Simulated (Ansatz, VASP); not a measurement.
# ZrPbO3: VASP beside Ansatz, part 3 of 3

Wanted: the spread between two codes on one cell, functional and k mesh. The cell is taken from a series of runs on this material, whose earlier steps may have relaxed, scaled, displaced or heated it; both programs get it as it stands.

VASP 6.6.1 and Ansatz 0.2.0.

So far: Starting point; Ansatz: zone-centre phonons, LDA; VASP: zone-centre phonons, LDA.

## Step 3: VASP: zone-centre phonons, LDA (continued)

Level of this step: LDA; plane waves and PAW (Zr_sv, Pb_d, O) (VASP).

Numbers of over 12 decimals in the logs are rounded to 6 here.

OUTCAR, selected parts (step 3):

```text
ion  position               nearest neighbor table
   1  0.000  0.000  0.000-   3 2.05   4 2.05   5 2.05   4 2.05   5 2.05   3 2.05   2 3.55   2 3.55
                             2 3.55   2 3.55   2 3.55   2 3.55   2 3.55   2 3.55
   2  0.500  0.500  0.500-   3 2.90   4 2.90   5 2.90   3 2.90   5 2.90   3 2.90   4 2.90   3 2.90
                             4 2.90   5 2.90   5 2.90   4 2.90   1 3.55   1 3.55   1 3.55   1 3.55
   3  0.500  0.000  0.000-   1 2.05   1 2.05   2 2.90   2 2.90   2 2.90   2 2.90
   4  0.000  0.000  0.500-   1 2.05   1 2.05   2 2.90   2 2.90   2 2.90   2 2.90
   5  0.000  0.500  0.000-   1 2.05   1 2.05   2 2.90   2 2.90   2 2.90   2 2.90

  LATTYP: Found a simple cubic cell.
 ALAT       =     4.1031337280

 Subroutine GETGRP returns: Found 48 space group operations
 (whereof 48 operations were pure point group operations)

The static configuration has the point symmetry O_h .

 Found     20 irreducible k-points:

   k-points           NKPTS =     20   k-points in BZ     NKDIM =     20   number of bands    NBANDS=     28

   dimension x,y,z NGX =    36 NGY =   36 NGZ =   36
   dimension x,y,z NGXF=    72 NGYF=   72 NGZF=   72

   ENCUT  =  600.0 eV  44.10 Ry    6.64 a.u.   8.19  8.19  8.19*2*pi/ulx,y,z

   NELECT =      44.0000    total number of electrons

 k-points in reciprocal lattice and weights: Automatic mesh
   0.00000000  0.00000000  0.00000000       0.005
   0.16666667  0.00000000  0.00000000       0.028
   0.33333333  0.00000000  0.00000000       0.028
   0.50000000  0.00000000  0.00000000       0.014
   0.16666667  0.16666667  0.00000000       0.056
   0.33333333  0.16666667  0.00000000       0.111
   0.50000000  0.16666667  0.00000000       0.056
   0.33333333  0.33333333  0.00000000       0.056
   0.50000000  0.33333333  0.00000000       0.056
[...]
0.50000000  0.50000000  0.33333333       0.028
   0.50000000  0.50000000  0.50000000       0.005

 average (electrostatic) potential at core
       1 -75.5975       2 -90.5877       3 -68.6751       4 -68.6751       5 -68.6751

  Total        0.4194157      0.4194157      0.4194157     -0.0000000      0.0000000     -0.0000000
  in kB        9.7276566      9.7276566      9.7276566     -0.0000000      0.0000000     -0.0000000
  external PRESSURE =       9.7276566 kB  Pullay stress =       0.0000000 kB

  energy-cutoff  :      600.00
  volume of cell :       69.08
      direct lattice vectors                 reciprocal lattice vectors
     4.103133728  0.000000000  0.000000000     0.243716161  0.000000000  0.000000000
     0.000000000  4.103133728  0.000000000     0.000000000  0.243716161  0.000000000
     0.000000000  0.000000000  4.103133728     0.000000000  0.000000000  0.243716161

 POSITION                                       TOTAL-FORCE (eV/Angst)
 -----------------------------------------------------------------------------------
[...]
2    -0.00000    -2.49410     0.00000
    3     0.00000     0.00000    -4.86514
 ion    5
    1    -2.49410     0.00000     0.00000
    2     0.00000    -4.86514    -0.00000
    3     0.00000     0.00000    -2.49410

 Eigenvectors and eigenvalues of the dynamical matrix
 ----------------------------------------------------

   1 f  =   17.678438 THz   111.076902 2PiTHz  589.689219 cm-1    73.112112 meV
             X         Y         Z           dx          dy          dz
      0.000000  0.000000  0.000000    -0.000255    0.231094   -0.000000
      2.051567  2.051567  2.051567    -0.000017    0.015448   -0.000000
      2.051567  0.000000  0.000000     0.001039    0.168142    0.000000
      0.000000  0.000000  2.051567    -0.000185    0.168142    0.000000
      0.000000  2.051567  0.000000    -0.000185   -0.943299   -0.000000

   2 f  =   17.678438 THz   111.076902 2PiTHz  589.689219 cm-1    73.112112 meV
             X         Y         Z           dx          dy          dz
      0.000000  0.000000  0.000000     0.000000   -0.000000   -0.231094
      2.051567  2.051567  2.051567     0.000000   -0.000000   -0.015448
      2.051567  0.000000  0.000000    -0.000000   -0.000000   -0.168142
      0.000000  0.000000  2.051567     0.000000   -0.000000    0.943299
      0.000000  2.051567  0.000000     0.000000    0.000000   -0.168142

   3 f  =   17.678438 THz   111.076902 2PiTHz  589.689219 cm-1    73.112112 meV
             X         Y         Z           dx          dy          dz
      0.000000  0.000000  0.000000     0.231094    0.000255   -0.000000
      2.051567  2.051567  2.051567     0.015448    0.000017    0.000000
      2.051567  0.000000  0.000000    -0.943299    0.000185    0.000000
      0.000000  0.000000  2.051567     0.168142    0.000185   -0.000000
      0.000000  2.051567  0.000000     0.168142   -0.001039   -0.000000

   4 f  =    4.543861 THz    28.549923 2PiTHz  151.566898 cm-1    18.791892 meV
             X         Y         Z           dx          dy          dz
      0.000000  0.000000  0.000000    -0.366810    0.443451    0.577905
      2.051567  2.051567  2.051567     0.184232   -0.222726   -0.290256
      2.051567  0.000000  0.000000    -0.041720   -0.153030   -0.199429
      0.000000  0.000000  2.051567     0.126582   -0.153030    0.065729
      0.000000  2.051567  0.000000     0.126582    0.050437   -0.199429

   5 f  =    4.543861 THz    28.549923 2PiTHz  151.566898 cm-1    18.791892 meV
             X         Y         Z           dx          dy          dz
      0.000000  0.000000  0.000000     0.406709   -0.412120    0.574384
      2.051567  2.051567  2.051567    -0.204272    0.206989   -0.288488
      2.051567  0.000000  0.000000     0.046258    0.142218   -0.198214
      0.000000  0.000000  2.051567    -0.140351    0.142218    0.065329
      0.000000  2.051567  0.000000    -0.140351   -0.046873   -0.198214

   6 f  =    4.543861 THz    28.549923 2PiTHz  151.566898 cm-1    18.791892 meV
             X         Y         Z           dx          dy          dz
      0.000000  0.000000  0.000000    -0.604327   -0.546517    0.035785
      2.051567  2.051567  2.051567     0.303526    0.274491   -0.017973
      2.051567  0.000000  0.000000    -0.068734    0.188597   -0.012349
      0.000000  0.000000  2.051567     0.208547    0.188597    0.004070
      0.000000  2.051567  0.000000     0.208547   -0.062159   -0.012349

   7 f  =    0.007273 THz     0.045701 2PiTHz    0.242618 cm-1     0.030081 meV
             X         Y         Z           dx          dy          dz
      0.000000  0.000000  0.000000     0.505987   -0.080179    0.004960
      2.051567  2.051567  2.051567     0.764971   -0.121218    0.007499
      2.051567  0.000000  0.000000     0.211832   -0.033491    0.002072
      0.000000  0.000000  2.051567     0.211350   -0.033491    0.002077
      0.000000  2.051567  0.000000     0.211350   -0.033567    0.002072

   8 f  =    0.007273 THz     0.045701 2PiTHz    0.242618 cm-1     0.030081 meV
             X         Y         Z           dx          dy          dz
      0.000000  0.000000  0.000000     0.080199    0.506005   -0.001714
      2.051567  2.051567  2.051567     0.121248    0.764998   -0.002591
      2.051567  0.000000  0.000000     0.033576    0.211358   -0.000716
      0.000000  0.000000  2.051567     0.033499    0.211358   -0.000718
      0.000000  2.051567  0.000000     0.033499    0.211840   -0.000716

   9 f  =    0.007273 THz     0.045701 2PiTHz    0.242618 cm-1     0.030081 meV
             X         Y         Z           dx          dy          dz
      0.000000  0.000000  0.000000     0.004631   -0.002469   -0.512297
      2.051567  2.051567  2.051567     0.007001   -0.003733   -0.774511
      2.051567  0.000000  0.000000     0.001939   -0.001031   -0.213986
      0.000000  0.000000  2.051567     0.001934   -0.001031   -0.214474
      0.000000  2.051567  0.000000     0.001934   -0.001034   -0.213986

  10 f/i=    0.812782 THz     5.106857 2PiTHz   27.111475 cm-1     3.361393 meV
             X         Y         Z           dx          dy          dz
      0.000000  0.000000  0.000000    -0.000000   -0.000000   -0.000000
      2.051567  2.051567  2.051567    -0.000000   -0.000000   -0.000000
      2.051567  0.000000  0.000000    -0.000000    0.574270   -0.005961
      0.000000  0.000000  2.051567    -0.412527   -0.574270   -0.000000
      0.000000  2.051567  0.000000     0.412527   -0.000000    0.005961

  11 f/i=    0.812782 THz     5.106857 2PiTHz   27.111475 cm-1     3.361393 meV
             X         Y         Z           dx          dy          dz
      0.000000  0.000000  0.000000     0.000000    0.000000   -0.000000
      2.051567  2.051567  2.051567     0.000000    0.000000   -0.000000
      2.051567  0.000000  0.000000     0.000000   -0.400160    0.164057
      0.000000  0.000000  2.051567    -0.559426    0.400160   -0.000000
      0.000000  2.051567  0.000000     0.559426    0.000000   -0.164057

  12 f/i=    0.812782 THz     5.106857 2PiTHz   27.111475 cm-1     3.361393 meV
             X         Y         Z           dx          dy          dz
      0.000000  0.000000  0.000000    -0.000000   -0.000000    0.000000
      2.051567  2.051567  2.051567    -0.000000    0.000000    0.000000
      2.051567  0.000000  0.000000    -0.000000    0.100427    0.687786
      0.000000  0.000000  2.051567     0.129864   -0.100427    0.000000
      0.000000  2.051567  0.000000    -0.129864   -0.000000   -0.687786

  13 f/i=    4.335268 THz    27.239293 2PiTHz  144.608981 cm-1    17.929221 meV
             X         Y         Z           dx          dy          dz
      0.000000  0.000000  0.000000    -0.133842    0.032142   -0.000291
      2.051567  2.051567  2.051567     0.468381   -0.112482    0.001020
      2.051567  0.000000  0.000000    -0.229231    0.137499   -0.001247
      0.000000  0.000000  2.051567    -0.572550    0.137499   -0.000499
      0.000000  2.051567  0.000000    -0.572550    0.055050   -0.001247

  14 f/i=    4.335268 THz    27.239293 2PiTHz  144.608981 cm-1    17.929221 meV
             X         Y         Z           dx          dy          dz
      0.000000  0.000000  0.000000     0.032131    0.133820    0.002595
      2.051567  2.051567  2.051567    -0.112444   -0.468304   -0.009082
      2.051567  0.000000  0.000000     0.055031    0.572455    0.011102
      0.000000  0.000000  2.051567     0.137452    0.572455    0.004445
      0.000000  2.051567  0.000000     0.137452    0.229193    0.011102

  15 f/i=    4.335268 THz    27.239293 2PiTHz  144.608981 cm-1    17.929221 meV
             X         Y         Z           dx          dy          dz
      0.000000  0.000000  0.000000     0.000889    0.002455   -0.137623
      2.051567  2.051567  2.051567    -0.003112   -0.008593    0.481613
      2.051567  0.000000  0.000000     0.001523    0.010504   -0.588724
      0.000000  0.000000  2.051567     0.003805    0.010504   -0.235707
      0.000000  2.051567  0.000000     0.003805    0.004205   -0.588724

 MACROSCOPIC STATIC DIELECTRIC TENSOR IONIC CONTRIBUTION
 ------------------------------------------------------
           5.571946    -0.000000     0.000000
          -0.000000     5.571946     0.000000
           0.000000     0.000000     5.571946
 ------------------------------------------------------

 ELASTIC MODULI CONTR FROM IONIC RELAXATION (kBar)
 Direction    XX          YY          ZZ          XY          YZ          ZX
 --------------------------------------------------------------------------------
 XX           0.0000      0.0000      0.0000      0.0000      0.0000      0.0000
 YY           0.0000      0.0000      0.0000      0.0000      0.0000      0.0000
 ZZ           0.0000      0.0000      0.0000      0.0000      0.0000      0.0000
 XY           0.0000      0.0000      0.0000      0.0000      0.0000      0.0000
 YZ           0.0000      0.0000      0.0000      0.0000      0.0000      0.0000
 ZX           0.0000      0.0000      0.0000      0.0000      0.0000      0.0000
 --------------------------------------------------------------------------------

 PIEZOELECTRIC TENSOR IONIC CONTR  for field in x, y, z        (C/m^2)
          XX          YY          ZZ          XY          YZ          ZX
  --------------------------------------------------------------------------------
  x     0.00000     0.00000     0.00000     0.00000     0.00000     0.00000
  y     0.00000     0.00000     0.00000     0.00000     0.00000     0.00000
  z     0.00000     0.00000     0.00000     0.00000     0.00000     0.00000
```

## Step 4: Differences

Known differences besides the potentials themselves: fixed occupations in Ansatz, narrow Gaussian smearing in VASP; VASP's response is taken on the typed mesh, Ansatz refines its own for the field response alone; the cutoff is 420 eV in Ansatz and 600 eV in VASP; VASP's log shows a relativistic correction to its local exchange, Ansatz's none. Total energies have different zeros and are not compared.

Compared:

| quantity | Ansatz | VASP | difference |
| --- | --- | --- | --- |
| ε∞ xx | 6.93 | 6.99 | -0.81 % |
| ε∞ yy | 6.93 | 6.99 | -0.81 % |
| ε∞ zz | 6.93 | 6.99 | -0.81 % |
| Born charge of Zr1 (mean of the diagonal) (e) | 5.91 | 5.93 | -0.02 |
| Born charge of Pb2 (mean of the diagonal) (e) | 3.93 | 3.93 | 0.00 |
| Born charge of O3 (mean of the diagonal) (e) | -3.28 | -3.28 | +0.01 |
| optical mode 1 to 3 (imaginary, printed as negative) (cm⁻¹) | -144.5 | -144.6 | +0.1 |
| optical mode 4 to 6 (imaginary, printed as negative) (cm⁻¹) | -8.6 | -27.1 | +18.6 |
| optical mode 7 to 9 (cm⁻¹) | 151.3 | 151.6 | -0.16 % |
| optical mode 10 to 12 (cm⁻¹) | 583.1 | 589.7 | -1.11 % |

Modes are paired by rising frequency, not by their patterns, so a pair may set unlike modes beside each other; they are those without the splitting of longitudinal modes.

## Step 5: Results

| Item | Value |
| --- | --- |
| r.m.s. difference of the optical zone-centre modes, each program's sorted by frequency (zone-centre phonons, LDA) | 9.8 cm⁻¹ |
| difference in optical mode 10 to 12 (zone-centre phonons, LDA) | -1.1 % |

The r.m.s. difference of the optical zone-centre modes, each program's sorted by frequency is 9.8 cm⁻¹ (zone-centre phonons, LDA). Among the rows given in per cent, the largest difference of the zone-centre phonons, LDA pair is in optical mode 10 to 12, -1.1 %. What causes the difference of the zone-centre phonons, LDA pair stays open here. How closely two codes agree says nothing of how well the functional describes the real material.

[Lines on the potential files, build, host, timing and source positions are cut from VASP's logs without a mark.]

[Logs are printed without paths, hosts, clocks, repeated set-up lines and the standing remarks that a program may print on its own settings, such as how far it seeks lower states.]

[Hosts, paths, dates, database ids (printed as entryN), source tags and the programs' standing remarks are cut or masked in the printed files.]
